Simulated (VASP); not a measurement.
W:

```
W
1.0
    -1.58234    1.58234    1.58234
     1.58234   -1.58234    1.58234
     1.58234    1.58234   -1.58234
W
1
Direct
  0.00000 0.00000 0.00000
```

| Property | Result |
| --- | --- |
| Program | VASP 6.6.1 |
| Task | relaxation of cell and atoms |
| Functional | PBE |
| Potentials or basis | VASP PAW PBE potentials, release 64 (W_sv) |
| Cutoff | 520 eV |
| k mesh | 12 × 12 × 12 |
| Occupations | gaussian, width 0.1 eV |
| Spin | no spin polarisation |

At the start: pressure 6.5 GPa; volume 15.85 Å³/atom.

**Question.** How do energy, volume and symmetry change on relaxing?

**Answer.** Over 4 steps the energy falls by 6.5 meV/atom and the volume is 16.18 Å³/atom (+2.1 %); space group Im-3m (No. 229, to 0.05 Å).

The path:
```tsv
step	energy change (eV)	largest force (eV/Å)	pressure (GPa)	volume (Å³)
1	0.0000	0.0000	6.46	15.85
2	0.0664	0.0000	-18.57	17.36
3	-0.0065	0.0000	-0.17	16.19
4	-0.0065	0.0000	-0.01	16.18
```

Final structure:
```
CELL_PARAMETERS angstrom
-1.59321 1.59321 1.59321
1.59321 -1.59321 1.59321
1.59321 1.59321 -1.59321
ATOMIC_POSITIONS crystal
W 0.00000 0.00000 0.00000
```
